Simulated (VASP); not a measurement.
```yaml
crystal:
  lattice:
    - [3.92631, 0.00000, 0.00000]
    - [0.00000, 3.92631, 0.00000]
    - [0.00000, 0.00000, 6.45476]
  atoms:
    - { symbol: Tl, position: [0.00000, 0.00000, 0.00000] }
    - { symbol: Bi, position: [0.50000, 0.50000, 0.50000] }
    - { symbol: F, position: [0.50000, 0.00000, 0.70208] }
    - { symbol: F, position: [0.50000, 0.00000, 0.29792] }
    - { symbol: F, position: [0.00000, 0.50000, 0.70208] }
    - { symbol: F, position: [0.00000, 0.50000, 0.29792] }
```

The numbers are results of LDA (Ceperley-Alder, Perdew-Zunger), VASP's LDA PAW potentials (set 64) (plane waves; VASP 6.6.1), not measurements. Settings: 520 eV cut-off, 7×7×5 Γ-centred mesh, Gaussian smearing of 0.010 eV, potentials Tl_d Bi_d F.

**Question.** Predict the energy per atom (σ→0).

**Answer.** 
| Item | Value |
|---|---|
| energy per atom (σ→0) | -480.9 kJ/mol of atoms |

Only differences to runs with the same potentials and settings are physical.

The structure comes from a computed database's TlBiF4 entry (P4/mmm); how it stands against other phases isn't given here. It was relaxed first.
